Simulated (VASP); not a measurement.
# In2Co3S2 in VASP: single point with PBE

Aim: the single point of In2Co3S2 with PBE.

All numbers are computed with VASP 6.6.1; they aren't measurements. Logs are shortened: lines on timing, memory, paths and dates and some standing lists are left out, and cuts for length are marked.

## (1) The crystal as given

The cell holds a amorphous, 7 atoms: a = 4.127 Å, b = 5.804 Å, c = 5.013 Å, α = 80.39°, β = 85.87°, γ = 82.97°.

The cell was built by a generator and needn't be a form met in nature.

## (2) Single point, PBE

The input, INCAR:

```
SYSTEM = In2Co3S2
PREC = Accurate
ENCUT = 520
EDIFF = 1E-7
ISMEAR = -1
SIGMA = 0.1
LREAL = .FALSE.
LASPH = .TRUE.
NELM = 100
ALGO = Fast
ISIF = 2
LWAVE = .FALSE.
LCHARG = .TRUE.
GGA = PE
LELF = .TRUE.
LVHAR = .TRUE.
NBANDS = 42
```

The input, KPOINTS:

```
Automatic mesh
0
G
  5 3 4
  0 0 0
```

The input, POSCAR:

```
In2Co3S2
1.0
    4.1088190000      0.1234190000      0.3629450000
    0.4773790000      5.7382470000      0.7250220000
   -0.0866700000      0.2205060000      5.0072940000
In Co S
2 3 2
Direct
    0.3502410000      0.0496910000      0.3489920000
    0.4845830000      0.3195790000      0.8362680000
    0.8909280000      0.7581860000      0.5235490000
    0.3901430000      0.8009230000      0.8586650000
    0.3866240000      0.5150290000      0.3157860000
    0.9353070000      0.5292610000      0.9914740000
    0.8732940000      0.9712780000      0.0550300000
```

Potentials or basis: VASP PAW PBE potentials, release 64 (In_d, Co, S).

The run is started by

```bash
> cat potpaw_PBE.64/In_d/POTCAR potpaw_PBE.64/Co/POTCAR potpaw_PBE.64/S/POTCAR > POTCAR
> mpirun -np 1 vasp_std > vasp.out
```

OUTCAR:

```text
SYSTEM = In2Co3S2
   PREC = Accurate
   ENCUT = 520
   EDIFF = 1E-7
   ISMEAR = -1
   LREAL = .FALSE.
   LASPH = .TRUE.
   NELM = 100
   ISIF = 2
   GGA = PE

 ion  position               nearest neighbor table
   1  0.350  0.050  0.349-   7 2.56   7 2.67   3 2.70   5 2.70   4 2.72   3 2.73   2 2.83   4 3.04
                             5 3.12   2 3.23   6 3.39
   2  0.485  0.320  0.836-   7 2.57   6 2.57   6 2.57   5 2.70   4 2.79   5 2.81   1 2.83   4 3.06
                             1 3.23   3 3.33   3 3.55
   3  0.891  0.758  0.524-   7 2.47   6 2.50   4 2.58   5 2.60   1 2.70   1 2.73   4 2.81   5 2.99
                             2 3.33   2 3.55
   4  0.390  0.801  0.859-   7 2.45   6 2.58   3 2.58   5 2.60   6 2.64   7 2.65   1 2.72   2 2.79
                             3 2.81   1 3.04   2 3.06
   5  0.387  0.515  0.316-   6 2.54   4 2.60   3 2.60   6 2.69   1 2.70   2 2.70   2 2.81   3 2.99
                             1 3.12
   6  0.935  0.529  0.991-   3 2.50   5 2.54   2 2.57   2 2.57   4 2.58   7 2.62   4 2.64   5 2.69
                             1 3.39
   7  0.873  0.971  0.055-   4 2.45   3 2.47   1 2.56   2 2.57   6 2.62   4 2.65   1 2.67

  LATTYP: Found a triclinic cell.
 ALAT       =     6.7182909956
 B/A-ratio  =     0.6142431010
 C/A-ratio  =     1.5946839438
 COS(alpha) =     0.0009982871
 COS(beta)  =     0.6314267900
 COS(gamma) =     0.6679319153

  Lattice vectors:

 A1 = (  -4.0221490000,  -0.3439250000,  -5.3702390000)
 A2 = (  -4.1088190000,  -0.1234190000,  -0.3629450000)
 A3 = (   0.6507190000,   5.2972350000,  -9.2895660000)

Analysis of symmetry for initial positions (statically):
=====================================================================
 Subroutine PRICEL returns:
 Original cell was already a primitive cell.

 Routine SETGRP: Setting up the symmetry group for a
 triclinic supercell.

 Subroutine GETGRP returns: Found  1 space group operations
 (whereof  1 operations were pure point group operations)
 out of a pool of  2 trial point group operations.

The static configuration has the point symmetry C_1 .

Analysis of symmetry for dynamics (positions and initial velocities):
=====================================================================
 Subroutine PRICEL returns:
 Original cell was already a primitive cell.

 Routine SETGRP: Setting up the symmetry group for a
 triclinic supercell.

 Subroutine GETGRP returns: Found  1 space group operations
 (whereof  1 operations were pure point group operations)
 out of a pool of  2 trial point group operations.

The dynamic configuration has the point symmetry C_1 .

 Subroutine INISYM returns: Found  1 space group operations
 (whereof  1 operations are pure point group operations),
 and found     1 'primitive' translations

----------------------------------------------------------------------------------------

                                     Primitive cell

  volume of cell :     117.3181

  direct lattice vectors                    reciprocal lattice vectors
     4.108819000  0.123419000  0.362945000     0.243553328 -0.020910791  0.005136451
     0.477379000  5.738247000  0.725022000    -0.004585512  0.175638013 -0.007813933
    -0.086670000  0.220506000  5.007294000    -0.016989589 -0.023915503  0.200467762

  length of vectors
     4.126663894  5.803535667  5.012896148     0.244503308  0.175871533  0.202602866

  position of ions in fractional coordinates (direct lattice)
     0.350241000  0.049691000  0.348992000
     0.484583000  0.319579000  0.836268000
     0.890928000  0.758186000  0.523549000
     0.390143000  0.800923000  0.858665000
     0.386624000  0.515029000  0.315786000
     0.935307000  0.529261000  0.991474000
     0.873294000  0.971278000  0.055030000

  ion indices of the primitive-cell ions
   primitive index   ion index
                 1           1
                 2           2
                 3           3
                 4           4
                 5           5
                 6           6
                 7           7

----------------------------------------------------------------------------------------

 KPOINTS: Automatic mesh

Automatic generation of k-mesh.
 Grid dimensions read from file:
 generate k-points for:    5    3    4

 Generating k-lattice:

  Cartesian coordinates                     Fractional coordinates (reciprocal lattice)
     0.048710666 -0.004182158  0.001027290     0.200000000 -0.000000000  0.000000000
    -0.001528504  0.058546004 -0.002604644    -0.000000000  0.333333333 -0.000000000
    -0.004247397 -0.005978876  0.050116941     0.000000000  0.000000000  0.250000000

  Length of vectors
     0.048900662  0.058623844  0.050650716

  Shift w.r.t. Gamma in fractional coordinates (k-lattice)
     0.000000000  0.000000000  0.000000000

 Subroutine IBZKPT returns following result:
 ===========================================

 Found     31 irreducible k-points:

 Following reciprocal coordinates:
            Coordinates               Weight
  0.000000  0.000000  0.000000      1.000000
  0.200000 -0.000000  0.000000      2.000000
  0.400000 -0.000000  0.000000      2.000000
  0.000000  0.333333  0.000000      2.000000
  0.200000  0.333333  0.000000      2.000000
  0.400000  0.333333 -0.000000      2.000000
[... 16 lines left out ...]
 -0.200000 -0.333333  0.250000      2.000000
  0.000000 -0.000000  0.500000      1.000000
 [... further k-points ...]
   k-points           NKPTS =     31   k-points in BZ     NKDIM =     31   number of bands    NBANDS=     42
   number of dos      NEDOS =    301   number of ions     NIONS =      7
   total plane-waves  NPLWV =  61440
   dimension x,y,z NGX =    32 NGY =   48 NGZ =   40
   dimension x,y,z NGXF=    64 NGYF=   96 NGZF=   80
   ions per type =               2   3   2
   NGX,Y,Z   is equivalent  to a cutoff of  12.89, 13.75, 13.27 a.u.
   NGXF,Y,Z  is equivalent  to a cutoff of  25.78, 27.50, 26.53 a.u.
 SYSTEM =  In2Co3S2
   PREC   = accura    normal or accurate (medium, high low for compatibility)
   ISTART =      0    job   : 0-new  1-cont  2-samecut
   ICHARG =      2    charge: 1-file 2-atom 10-const
   ISPIN  =      1    spin polarized calculation?
   LNONCOLLINEAR =      F non collinear calculations
   LSORBIT =      F    spin-orbit coupling
   LASPH  =      T    aspherical Exc in radial PAW
   ENCUT  =  520.0 eV  38.22 Ry    6.18 a.u.   7.67 10.79  9.32*2*pi/ulx,y,z
   NELM   =    100;   NELMIN=  2; NELMDL= -5     # of ELM steps
   EDIFF  = 0.1E-06   stopping-criterion for ELM
   LREAL  =      F    real-space projection
   EDIFFG = 0.1E-05   stopping-criterion for IOM
   NSW    =      0    number of steps for IOM
   IBRION =     -1    ionic relax: 0-MD 1-quasi-New 2-CG
   NFREE  =      0    steps in history (QN), initial steepest desc. (CG)
   ISIF   =      2    stress and relaxation
   ISYM   =      2    0-nonsym 1-usesym 2-fastsym
   POTIM  = 0.5000    time-step for ionic-motion
   TEBEG  =    0.0;   TEEND  =   0.0 temperature during run
   PSTRESS=    0.0 pullay stress
   NELECT =      65.0000    total number of electrons
   NUPDOWN=      -1.0000    fix difference up-down
   EMIN   =  10.00;   EMAX   =-10.00  energy-range for DOS
   EFERMI =   0.00;   METHOD = LEGACY
   ISMEAR =    -1;   SIGMA  =   0.10  broadening in eV -4-tet -1-fermi 0-gaus
   EFERMI_NEDOS =   21; number of points for ismear=-14 and -15
   IALGO  =     68    algorithm
   IMIX   =      4    mixing-type and parameters
     AMIX     =   0.40;   BMIX     =  1.00
     AMIX_MAG =   1.60;   BMIX_MAG =  1.00
  volume/ion in A,a.u.               =      16.76       113.10
  Fermi-wavevector in a.u.,A,eV,Ry     =   1.344593  2.540913 24.598394  1.807931
  Thomas-Fermi vector in A             =   2.472574
   LORBIT       =      0    0 simple, 1 ext, 2 COOP (PROOUT), +10 PAW based schemes
   GGA     = PE    functional components
   LHFCALC =     F    Hartree Fock is set to
   AEXX    =    0.0000 exact exchange contribution
   IVDW    =     0    specifies the selected vdW correction
   LEPSILON=     F    determine dielectric tensor
   LRPA    =     F    only Hartree local field effects (RPA)
 non-spin polarized calculation
 RMM-DIIS sequential band-by-band and
  energy-cutoff  :      520.00
  volume of cell :      117.32
 maximum number of plane-waves:      3178
   NGX = 15   NGY = 21   NGZ = 19

 number of electron      65.0000002 magnetization

 Free energy of the ion-electron system (eV)
  ---------------------------------------------------
  ext. energy  EPLUGINS =         0.00000000
  ---------------------------------------------------
  free energy    TOTEN  =       -31.00461637 eV

  energy without entropy =      -30.66658688  energy(sigma->0) =      -30.83560163

 E-fermi :   8.2420     XC(G=0): -11.2607

 val. band max:        8.2356568083   @ k =   0.2000   0.3333   0.2500
 cond. band min:       8.2447383354   @ k =   0.4000   0.3333  -0.0000
 fundamental gap:      0.0090815272
 Fermi energy:         8.2419526502

 k-point     1 :       0.0000    0.0000    0.0000
  band No.  band energies     occupation
      1      -7.2596      2.00000
      2      -6.7944      2.00000
      3      -6.5364      2.00000
      4      -6.5202      2.00000
      5      -6.4495      2.00000
      6      -6.3532      2.00000
[... 34 lines left out ...]
     41      12.8697      0.00000
     42      14.2108      0.00000

 k-point     2 :       0.2000   -0.0000    0.0000
  band No.  band energies     occupation
      1      -7.2377      2.00000
      2      -6.8292      2.00000
      3      -6.6131      2.00000
      4      -6.4871      2.00000
      5      -6.4427      2.00000
      6      -6.3277      2.00000
[... 979 lines left out ...]
     41      13.1719      0.00000
     42      13.9723      0.00000

 k-point    24 :       0.0000   -0.0000    0.5000
  band No.  band energies     occupation
      1      -7.1876      2.00000
      2      -6.8131      2.00000
      3      -6.5411      2.00000
      4      -6.5028      2.00000
      5      -6.4723      2.00000
      6      -6.3595      2.00000
[... 34 lines left out ...]
     41      12.8157      0.00000
     42      13.5074      0.00000

 [... further k-points ...]

------------------------ aborting loop because EDIFF is reached ----------------------------------------

  FORCE on cell =-STRESS in cart. coord.  units (eV):
  Direction    XX          YY          ZZ          XY          YZ          ZX
  --------------------------------------------------------------------------------------
  -------------------------------------------------------------------------------------
  Total       -1.8698770      3.8391152     -5.0064493     -1.6320476      1.9353140     -1.4159996
  in kB      -25.5363325     52.4296116    -68.3715322    -22.2883710     26.4299864    -19.3378698
  external PRESSURE =     -13.8260843 kB  Pullay stress =       0.0000000 kB

 VOLUME and BASIS-vectors are now :
 -----------------------------------------------------------------------------
  energy-cutoff  :      520.00
  volume of cell :      117.32
      direct lattice vectors                 reciprocal lattice vectors
     4.108819000  0.123419000  0.362945000     0.243553328 -0.020910791  0.005136451
     0.477379000  5.738247000  0.725022000    -0.004585512  0.175638013 -0.007813933
    -0.086670000  0.220506000  5.007294000    -0.016989589 -0.023915503  0.200467762

 POSITION                                       TOTAL-FORCE (eV/Angst)
 -----------------------------------------------------------------------------------
      1.43255      0.40532      1.91065        -0.660082     -0.247325      2.259906
      2.07114      2.07803      4.59502        -0.027934      0.332964     -2.346796
      3.97723      4.57606      3.49462         0.185154     -0.676566     -0.023966
      1.91095      4.83339      5.02188        -0.320086      0.187151      0.393700
      1.80706      3.07271      2.09496        -0.146297      0.478056     -0.295558
      4.00973      3.37109      5.68779        -0.004648      0.885011      0.216788
      4.04711      5.69335      1.29671         0.973893     -0.959292     -0.204074
 -----------------------------------------------------------------------------------
    total drift:                                0.000297      0.000722      0.000127

  FREE ENERGIE OF THE ION-ELECTRON SYSTEM (eV)
  ---------------------------------------------------
  free  energy   TOTEN  =       -31.0046163704 eV

  energy  without entropy=      -30.6665868838  energy(sigma->0) =      -30.83560163
```

It took 3 min on 1 thread of AMD EPYC 9R14 (Zen 4), shared host; peak memory 0.29 GiB.

Results:

```yaml
Free_energy: -31.0046 eV
Pressure: -1.4 GPa
Largest_force: 2.370 eV/Å
Band_gap_on_the_k_mesh: none (metal or under the smearing width)
```

Forces in eV/Å, atoms in the order of the input:
```
In  -0.660 -0.247  2.260
In  -0.028  0.333 -2.347
Co   0.185 -0.677 -0.024
Co  -0.320  0.187  0.394
Co  -0.146  0.478 -0.296
S   -0.005  0.885  0.217
S    0.974 -0.959 -0.204
```

Levels at points of the mesh, in eV from the Fermi level:
```tsv
k point	band 30	band 31	band 32	band 33	band 34	band 35	band 36	band 37
(0.00, 0.00, 0.00)	-0.33	-0.27	-0.11	0.11	0.23	0.28	0.77	1.63
(0.00, 0.00, 0.50)	-0.47	-0.03	0.12	0.19	0.38	0.60	0.91	1.43
```

Caveat: the k mesh is coarse (spacing up to 0.37 Å⁻¹), so the values aren't converged; the run has no spin polarisation, though such a crystal can be magnetic. Spin polarisation is off, so any magnetic state and its effect on volume and gap are missing.
